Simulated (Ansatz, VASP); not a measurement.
**Cross-check of SnO (tetragonal SnO monolayer) between VASP and Ansatz**

Aim: how closely do two programs agree when they are given the same cell, functional and k mesh? The cell is taken from a series of runs on this material, whose earlier steps may have relaxed, scaled, displaced or heated it; both programs get it as it stands.

Program: Ansatz 0.2.0. Level of theory: plane waves, with VASP 6.6.1 beside it; PBE with D3(BJ). Results are calculated unless marked as measured.

**1. The starting structure**

The cell holds 4 atoms: 2 Sn and 2 O. Its edges and angles: a = 3.822 Å, b = 3.822 Å, c = 20.363 Å, α = 90.0°, β = 90.0°, γ = 90.0°. Vacuum lies along c.

**2. VASP: single point, PBE with D3(BJ)**

A single point takes one fixed geometry, so differences don't come from the geometry; what else differs is listed under the comparison.

Lines of VASP's logs that name or quote its potential files are left out, and so is its time.

Input file INCAR:

```
SYSTEM = SnO
PREC = Accurate
ENCUT = 520
EDIFF = 1E-06
NELM = 120
ISMEAR = -1
SIGMA = 0.02585
LREAL = .FALSE.
ALGO = Normal
GGA = PE
IVDW = 12
NBANDS = 26
LORBIT = 11
LWAVE = .FALSE.
LCHARG = .FALSE.
ISIF = 2
LDIPOL = .TRUE.
IDIPOL = 3
DIPOL = 0.5 0.5 0.5
LVHAR = .TRUE.
LASPH = .TRUE.
GGA_COMPAT = .FALSE.
EFERMI = MIDGAP
NELMDL = -8
```

Input file POSCAR:

```
SnO
1.0
    3.8219413491      0.0000000000      0.0000000000
    0.0000000000      3.8219413491      0.0000000000
    0.0000000000      0.0000000000     20.3630379424
Sn O
2 2
Direct
    0.5000000000      0.0000000000      0.4419772740
    0.0000000000      0.5000000000      0.5580227260
    0.0000000000      0.0000000000      0.5000000000
    0.5000000000      0.5000000000      0.5000000000
```

Input file KPOINTS:

```
Automatic mesh
0
Gamma
12 12 1
0 0 0
```

The projector-augmented-wave data sets are Sn_d and O (PBE family, release 64).

Run with:

```
$ mpirun -np 1 vasp_std
```

Numbers of over 12 decimals in the logs are rounded to 6 here.

Log:

```text
[banner, memory and clock lines left out]
running    1 mpi-ranks, on    1 nodes
 distrk:  each k-point on    1 cores,    1 groups
 distr:  one band on    1 cores,    1 groups

 POSCAR found type information on POSCAR SnO
 POSCAR found :  2 types and       4 ions
 LDA part: xc-table for (Slater+PW92), standard interpolation
 POSCAR, INCAR and KPOINTS ok, starting setup
 FFT: planning ... GRIDC
 FFT: planning ... GRID_SOFT
 FFT: planning ... GRID
 WAVECAR not read
 entering main loop
       N       E                     dE             d eps       ncg     rms          rms(c)
DAV:   1     0.367717285240E+03    0.36772E+03   -0.18942E+04  1640   0.140E+03
DAV:   2     0.397182969745E+02   -0.32800E+03   -0.32003E+03  1774   0.333E+02
DAV:   3    -0.235350087298E+02   -0.63253E+02   -0.62352E+02  1850   0.162E+02
DAV:   4    -0.266510986423E+02   -0.31161E+01   -0.31042E+01  1746   0.403E+01
DAV:   5    -0.267298246786E+02   -0.78726E-01   -0.78602E-01  1832   0.657E+00
DAV:   6    -0.267326860865E+02   -0.28614E-02   -0.28608E-02  1976   0.129E+00
DAV:   7    -0.267328290746E+02   -0.14299E-03   -0.14298E-03  2144   0.250E-01
DAV:   8    -0.267328329928E+02   -0.39182E-05   -0.39182E-05  2036   0.340E-02    0.120E+01
DAV:   9    -0.225619465235E+02    0.41709E+01   -0.22006E+01  2352   0.494E+01    0.490E+00
DAV:  10    -0.226317205344E+02   -0.69774E-01   -0.26579E+00  1544   0.891E+00    0.290E+00
DAV:  11    -0.225967159110E+02    0.35005E-01   -0.53948E-01  2168   0.553E+00    0.102E+00
DAV:  12    -0.225753903578E+02    0.21326E-01   -0.13644E-01  2312   0.342E+00    0.324E-01
DAV:  13    -0.225800749778E+02   -0.46846E-02   -0.21852E-02  2030   0.130E+00    0.316E-01
DAV:  14    -0.225778311554E+02    0.22438E-02   -0.12144E-02  2224   0.102E+00    0.376E-02
[...]
DAV:  19    -0.225787911891E+02   -0.10695E-03   -0.16972E-05  1578   0.297E-02    0.479E-03
DAV:  20    -0.225788149014E+02   -0.23712E-04   -0.40175E-06  1620   0.251E-02    0.218E-03
DAV:  21    -0.225788254437E+02   -0.10542E-04   -0.11295E-06  1256   0.112E-02    0.114E-03
DAV:  22    -0.225788282657E+02   -0.28221E-05   -0.22277E-07  1380   0.333E-03    0.579E-04
DAV:  23    -0.225788316382E+02   -0.33724E-05   -0.50379E-07  1266   0.320E-03    0.446E-04
DAV:  24    -0.225788329242E+02   -0.12861E-05   -0.80855E-08  1290   0.479E-03    0.435E-04
DAV:  25    -0.225788350907E+02   -0.21664E-05   -0.56696E-08  1248   0.250E-03    0.239E-04
DAV:  26    -0.225788360748E+02   -0.98410E-06   -0.33634E-08  1228   0.149E-03
   1 F= -.23127503E+02 E0= -.23127503E+02  d E =0.000000E+00
```

From OUTCAR (step 2):

```text
ion  position               nearest neighbor table
   1  0.500  0.000  0.442-   3 2.25   4 2.25   4 2.25   3 2.25   2 3.59   2 3.59   2 3.59   2 3.59

  LATTYP: Found a simple tetragonal cell.
 ALAT       =     3.8219413491
 C/A-ratio  =     5.3279305155

 Subroutine GETGRP returns: Found 16 space group operations
 (whereof  8 operations were pure point group operations)

The static configuration has the point symmetry D_2d.
 The point group associated with its full space group is D_4h.

 Found     28 irreducible k-points:

   k-points           NKPTS =     28   k-points in BZ     NKDIM =     28   number of bands    NBANDS=     26

   dimension x,y,z NGX =    28 NGY =   28 NGZ =  160
   dimension x,y,z NGXF=    56 NGYF=   56 NGZF=  320

   ENCUT  =  520.0 eV  38.22 Ry    6.18 a.u.   7.11  7.11 37.86*2*pi/ulx,y,z

   NELECT =      40.0000    total number of electrons

 k-points in reciprocal lattice and weights: Automatic mesh
   0.00000000  0.00000000  0.00000000       0.007
   0.08333333  0.00000000  0.00000000       0.028
   0.16666667  0.00000000  0.00000000       0.028
   0.25000000  0.00000000  0.00000000       0.028
   0.33333333  0.00000000  0.00000000       0.028
   0.41666667  0.00000000  0.00000000       0.028
   0.50000000  0.00000000  0.00000000       0.014
   0.08333333  0.08333333  0.00000000       0.028
   0.16666667  0.08333333  0.00000000       0.056
[...]
0.50000000  0.41666667  0.00000000       0.028
   0.50000000  0.50000000  0.00000000       0.007

 dipolmoment           0.000000      0.000000      0.000000 electrons x Angstroem

 average (electrostatic) potential at core
       1-108.4753       2-108.4753       3 -77.2787       4 -77.2787

 E-fermi :  -1.1841

 k-point     1 :       0.0000    0.0000    0.0000
  band No.  band energies     occupation
    ...
     16      -6.4140      2.00000
     17      -4.7843      2.00000
     18      -4.3838      2.00000
     19      -4.3838      2.00000
     20      -2.7541      2.00000
     21       0.3807      0.00000
     22       0.4423      0.00000
     23       2.5535      0.00000
     24       2.5905      0.00000
     25       2.9097      0.00000
    ...

 k-point     2 :       0.0833    0.0000    0.0000
  band No.  band energies     occupation
    ...
     16      -6.5035      2.00000
     17      -4.8784      2.00000
     18      -4.4453      2.00000
     19      -4.3600      2.00000
     20      -2.7440      2.00000
     21       0.5468      0.00000
     22       0.5869      0.00000
     23       2.5139      0.00000
     24       2.6669      0.00000
     25       2.6982      0.00000
    ...

 k-point     3 :       0.1667    0.0000    0.0000
  band No.  band energies     occupation
    ...
     16      -6.7883      2.00000
     17      -5.0576      2.00000
     18      -4.6229      2.00000
     19      -4.3175      2.00000
     20      -2.7221      2.00000
     21       0.9619      0.00000
     22       0.9836      0.00000
     23       1.9153      0.00000
     24       2.8907      0.00000
     25       2.8957      0.00000
    ...

 Edisp (eV)   -0.54867

  Total       0.06244     0.06244     0.13571     0.00000    -0.00000     0.00000
  in kB       0.33632     0.33632     0.73097     0.00000    -0.00000     0.00000
  external pressure =        0.47 kB  Pullay stress =        0.00 kB

  energy-cutoff  :      520.00
  volume of cell :      297.45
      direct lattice vectors                 reciprocal lattice vectors
     3.821941349  0.000000000  0.000000000     0.261647134  0.000000000  0.000000000
     0.000000000  3.821941349  0.000000000     0.000000000  0.261647134  0.000000000
     0.000000000  0.000000000 20.363037942     0.000000000  0.000000000  0.049108586

 POSITION                                       TOTAL-FORCE (eV/Angst)
 -----------------------------------------------------------------------------------
      1.91097      0.00000      9.00000         0.000000     -0.000000     -0.087557
      0.00000      1.91097     11.36304         0.000000     -0.000000      0.087557
      0.00000      0.00000     10.18152         0.000000     -0.000000      0.000000
      1.91097      1.91097     10.18152         0.000000      0.000000      0.000000
 -----------------------------------------------------------------------------------
    total drift:                                0.000000      0.000000      0.000000

  FREE ENERGIE OF THE ION-ELECTRON SYSTEM (eV)
  ---------------------------------------------------
  free  energy   TOTEN  =       -23.1275026831 eV

  energy  without entropy=      -23.1275026831  energy(sigma->0) =      -23.12750268

 vacuum level on the upper side and lower side of the slab         2.689         2.689

 total charge
# of ion       s       p       d       tot
------------------------------------------
    1        1.281   0.762  10.054  12.097
    2        1.281   0.762  10.054  12.097
    3        1.576   3.429   0.000   5.006
    4        1.576   3.429   0.000   5.006
--------------------------------------------------
tot          5.714   8.382  20.108  34.204

[... 3 further parts left out ...]
```

**3. Ansatz: single point, PBE with D3(BJ)**

Ansatz runs on its default PAW (the set named soft_2) files.

The same cell, functional, mesh and smearing now go to Ansatz, which takes its cutoff from its data sets.

Input file input.yaml:

```yaml
crystal:
  lattice:
    - [3.8219413491, 0.0, 0.0]
    - [0.0, 3.8219413491, 0.0]
    - [0.0, 0.0, 20.3630379424]
  atoms:
    - { symbol: Sn, position: [0.5, 0.0, 0.441977274] }
    - { symbol: O, position: [0.0, 0.0, 0.5] }
    - { symbol: O, position: [0.5, 0.5, 0.5] }
    - { symbol: Sn, position: [0.0, 0.5, 0.558022726] }
kpoints:
  mp_grid: { grid: [12, 12, 1] }
  band_path:
    path: [[0, 0, 0], [0.5, 0, 0], [0.5, 0.5, 0], [0, 0, 0]]
    npoints: 16
hamiltonian:
  xc: pbe
  dispersion: d3bj
scf:
  occupations: { method: fermi_dirac, width: 0.02585 }
  convergence: { dr2_threshold: 1.0e-10 }
efield:
  axis: 3
  dipole_correction: true
  ramp_position: 0.97
  ramp_width: 0.06
  amplitude: 0
output:
  dos: { projected: true, e_range: [-6, 5] }
  write_potential: true
  write_density: true
  volumetric_format: npy
  elf: true
```

Run with:

```
$ ansatz run input.yaml --threads 2 --pin off --max-ram 3072MiB --backend cpu --events-out ev --progress --plain --runs-dir out
```

Log:

```text
Engine: ansatz 0.2.0, x86_64-unknown-linux-gnu
Pseudopotentials: kind: paw
Pseudopotential: Sn, paw, valence charge 14, recommended cutoff 420 eV (normal), Sn.paw.azcp
Pseudopotential: O, paw, valence charge 6, recommended cutoff 420 eV (normal), O.paw.azcp
Functional definition: PBE
  parameter kappa = 0.804
  parameter beta = 0.066725
  exchange = pbe_x(kappa = kappa, mu = beta*pi^2/3)
  correlation = pbe_c(beta = beta)
Crystal: 4 atoms, lattice volume = 297.448 Å³
Basis set: ecut = 420 eV, 5813 PW (Γ)
Bands: 24, of which v1, the nominal top of the filled ones, is band 20 counted from 1 (19 counted from 0)
Symmetry: 8 space group operations
k-points: 28 of 144
Non-local potential: Sn, projectors of the file, l = 0: 2, l = 1: 2, l = 2: 2, l = 3: 2
Non-local potential: O, projectors of the file, l = 0: 2, l = 1: 2, l = 2: 1
PAW form: soft (Blöchl's): semilocal exchange-correlation on the pseudo side does not see the compensation charge
PAW one-centre angular grid: Sn, 590 points (default); XC on 64 Gauss nodes
PAW one-centre angular grid: O, 110 points (default); XC on 64 Gauss nodes
Initial density: superposition of atomic densities (neutral atoms: chi_scale 0, normalization atom), corrected by the library's trained network
Initial wavefunctions: pseudopotential atomic-orbital guess
Functional: x = pbe(κ = 0.804, μ = 0.219515), c = pbe(β = 0.066725)
SCF iter   1: F=—  HF=-13183.812687 eV  |F-HF|=—  |Δ(HF+E_count)|=         —  Δρ=2.03e-3  dr2=3.03e-2  ethr=1.77e-3  p=0.000 e·Å  D=2.49e-14 V/Å  ΔV_dip=-0.00 eV  dr2_dipole=3.81e-10  V_vac-E_F(+/−)=3.62/3.62 eV  ⟨swp⟩=7.2  Hψ=3185  notcnv=0
efield: sawtooth ramp at fractional position 0.9700 (set: `efield.ramp_position`, or a place that a band, a saddle search or an elastic batch's reference lends), width 0.0600; the density the first Hamiltonian is built on has a dipole p = 0.000 e·Å; the dipole correction subtracts the counter field D = 2.49e-14 V/Å, which shifts the + side's vacuum level by -0.00 eV against the − side's; the planar-averaged density in the ramp window peaks in size at 2.0e-5 e/Å³
preconditioner: auto → Resta (q_TF=auto, 1.953 Å⁻¹)  ε∞=1.6  [insulator: Δε(μ)=3.031 eV  Ē_g=17.487 eV  σ=0.026 eV  W_gap=1.00  n_scr=40 (ndim 8)  ℏωp=13.6 eV  f_vac=0.698  D(μ)=0.00/eV (n_scr^D=0)  ε∞_Penn≈1.6  vacuum switching on, ρ_ref=2.2e-2 e/Å³]
SCF iter   2: F=—  HF=-13183.812816 eV  |F-HF|=—  |Δ(HF+E_count)|=   1.29e-4  Δρ=2.25e-3  dr2=1.60e-2  ethr=7.56e-5  p=0.000 e·Å  D=6.76e-6 V/Å  ΔV_dip=-0.00 eV  dr2_dipole=1.12e-9  V_vac-E_F(+/−)=3.84/3.84 eV  ⟨swp⟩=4.8  Hψ=1821  notcnv=0
SCF iter   3: F=—  HF=-13183.810275 eV  |F-HF|=—  |Δ(HF+E_count)|=   2.54e-3  Δρ=3.84e-4  dr2=8.69e-4  ethr=4.01e-5  p=0.000 e·Å  D=3.43e-8 V/Å  ΔV_dip=-0.00 eV  dr2_dipole=4.28e-12  V_vac-E_F(+/−)=3.79/3.79 eV  ⟨swp⟩=2.5  Hψ=1005  notcnv=0
SCF iter   4: F=—  HF=-13183.811901 eV  |F-HF|=—  |Δ(HF+E_count)|=   1.63e-3  Δρ=1.26e-4  dr2=8.04e-5  ethr=2.17e-6  p=-0.000 e·Å  D=-1.72e-6 V/Å  ΔV_dip=0.00 eV  dr2_dipole=5.91e-11  V_vac-E_F(+/−)=3.84/3.84 eV  ⟨swp⟩=3.1  Hψ=1077  notcnv=0
SCF iter   5: F=—  HF=-13183.812085 eV  |F-HF|=—  |Δ(HF+E_count)|=   1.84e-4  Δρ=3.34e-5  dr2=3.14e-6  ethr=2.01e-7  p=0.000 e·Å  D=2.38e-6 V/Å  ΔV_dip=-0.00 eV  dr2_dipole=1.08e-10  V_vac-E_F(+/−)=3.86/3.86 eV  ⟨swp⟩=2.5  Hψ=999  notcnv=0
SCF iter   6: F=—  HF=-13183.812017 eV  |F-HF|=—  |Δ(HF+E_count)|=   6.82e-5  Δρ=7.16e-6  dr2=1.82e-7  ethr=7.85e-9  p=-0.000 e·Å  D=-5.09e-6 V/Å  ΔV_dip=0.00 eV  dr2_dipole=4.73e-10  V_vac-E_F(+/−)=3.86/3.86 eV  ⟨swp⟩=2.1  Hψ=1008  notcnv=0
SCF iter   7: F=—  HF=-13183.812018 eV  |F-HF|=—  |Δ(HF+E_count)|=   3.82e-7  Δρ=1.12e-6  dr2=8.24e-9  ethr=4.56e-10  p=0.000 e·Å  D=9.10e-6 V/Å  ΔV_dip=-0.00 eV  dr2_dipole=1.57e-9  V_vac-E_F(+/−)=3.86/3.86 eV  ⟨swp⟩=2.4  Hψ=1142  notcnv=0
SCF iter   8: F=—  HF=-13183.812018 eV  |F-HF|=—  |Δ(HF+E_count)|=   2.48e-8  Δρ=8.46e-7  dr2=1.32e-8  ethr=2.06e-11  p=-0.000 e·Å  D=-1.38e-5 V/Å  ΔV_dip=0.00 eV  dr2_dipole=3.76e-9  V_vac-E_F(+/−)=3.86/3.86 eV  ⟨swp⟩=2.6  Hψ=1269  notcnv=0
SCF iter   9: F=—  HF=-13183.812018 eV  |F-HF|=—  |Δ(HF+E_count)|=   2.40e-9  Δρ=1.79e-7  dr2=1.28e-10  ethr=2.06e-11  p=0.000 e·Å  D=4.12e-7 V/Å  ΔV_dip=-0.00 eV  dr2_dipole=4.47e-12  V_vac-E_F(+/−)=3.86/3.86 eV  ⟨swp⟩=2.8  Hψ=1222  notcnv=0
SCF iter  10: F=-13183.812018 eV  HF=-13183.812018 eV  |F-HF|=3.64e-12  |Δ(HF+E_count)|=  1.64e-11  Δρ=2.73e-8  dr2=1.80e-12  ethr=1.00e-12  p=-0.000 e·Å  D=-9.38e-9 V/Å  ΔV_dip=0.00 eV  dr2_dipole=2.36e-15  V_vac-E_F(+/−)=3.86/3.86 eV  ⟨swp⟩=5.1  Hψ=1922  notcnv=0
SCF 1 converged in 10 iterations: F = -13183.812018 eV  dr2 = 1.80e-12
  greatest PAW one-centre occupation: 0.993 electrons in one spin orbital (limit 2), on the Sn atom at site 0 (counted from 0), in its partial waves of l = 2
NSCF: frozen V_eff on 49 k-points
efield: sawtooth ramp at fractional position 0.9700 (kept from the solve that this one continues, or follows in the run), width 0.0600; the density the first Hamiltonian is built on has a dipole p = -0.000 e·Å; the dipole correction subtracts the counter field D = -9.38e-9 V/Å, which shifts the + side's vacuum level by +0.00 eV against the − side's; the planar-averaged density in the ramp window peaks in size at 2.4e-6 e/Å³
WARN: The output density's exchange-correlation potential varies sharply where the density is thin. Do not read a vacuum level from v_tot or v_xc, or from such a field of the output density. On a cell that repeats whose density bears no net charge and no dipole along the vacuum's axis use v_es (v_loc + v_h of the components); under efield.dipole_correction with no amplitude use v_es + v_field, which holds any externa [...]
SCF converged after 10 iterations
Free energy (F): -13183.812018 eV
Harris-Foulkes:  -13183.812018 eV  (|F-HF|=3.64e-12)
Internal energy: -13183.812018 eV  (E = F + TS)
E sigma→0 (E₀):  -13183.812018 eV
Fermi energy:    -0.506486 eV
Dipole field:    D = 0.000000 V/Å  (p = 0.000000 e·Å, saw-weighted, corrected)
Work function:   Φ+ = 3.8572 eV   Φ− = 3.8572 eV
Levels:          The Fermi level and band energies are counted from a zero that moves with the ramp; work functions are not
--- Per-component energies (eV) ---
  E_band       = -607.496034
  E_kinetic    = 722.249836
  E_local      = -24888.426103  (includes V_loc(G=0)·N_el)
  E_nonlocal   = 31.715525
  E_hartree    = 12343.124605
  E_xc         = -912.393277
  E_vxc        = -379.574832  (∫ρ·V_xc dr)
  E_paw        = -8587.523734  (= ΣΔE_a)
  E_vpaw       = -779.714537  (= ΣTr[D̂ρ^β])
  E_aug_tail   = 0.004809  (compensation charges beyond the density's cutoff)
  E_efield     = 0.000000  (sawtooth field / dipole correction)
  E_vefield    = 0.000000  (∫n·V_field dr)
  E_ewald      = 8107.985043
  E_disp       = -0.548722  (pairwise vdW)
  E_smearing   = -0.000000  (= −TS)
  E_closure    = -0.000000  (closes the sum)
  Σ components = -13183.812018   (vs F -13183.812018, Δ=0.00e0)
--- Band table (eV; the first three rows and the last of 28) ---
  k-point 0: bands = [... 16 lower, -4.1071, -3.7023, -3.7023, -2.0973, 1.0693, 1.1554, 3.2046, 3.2435]
  k-point 1: bands = [... 16 lower, -4.2016, -3.7637, -3.6811, -2.0875, 1.2346, 1.2983, 3.1759, 3.3206]
  k-point 2: bands = [... 16 lower, -4.3818, -3.9406, -3.6449, -2.0663, 1.6673, 1.6694, 2.5814, 3.5429]
  k-point 27: bands = [... 16 lower, -3.0577, -3.0577, -2.7251, -2.7251, 1.0744, 1.0744, 3.1831, 3.1831]
```

**4. Comparison**

Known differences besides the potentials themselves: the cutoff is 420 eV in Ansatz and 520 eV in VASP. Total energies have different zeros and are not compared.

Both answers:

```csv
quantity,Ansatz,VASP,difference
gap on the k mesh (eV),3.055,3.045,+0.011
```

A gap on the mesh is an upper bound, since the band edges may lie between its points. Where the cell holds vacuum, a pressure given here is an average over it and none of the material.

**5. Summary of results**

| Property | Result |
| --- | --- |
| difference in gap on the k mesh (single point, PBE with D3(BJ)) | 0.011 eV |

What this shows: The difference in gap on the k mesh is 0.011 eV (single point, PBE with D3(BJ)), within the 0.08 eV picked in this series as the mark of a large difference. How closely two codes agree says nothing of how well the functional describes the real material.

[Lines on the potential files, build, host, timing and source positions are cut from VASP's logs without a mark.]

[Logs are printed without paths, hosts, clocks, repeated set-up lines and the standing remarks that a program may print on its own settings, such as how far it seeks lower states.]

[Hosts, paths, dates, database ids (printed as entryN), source tags and the programs' standing remarks are cut or masked in the printed files.]
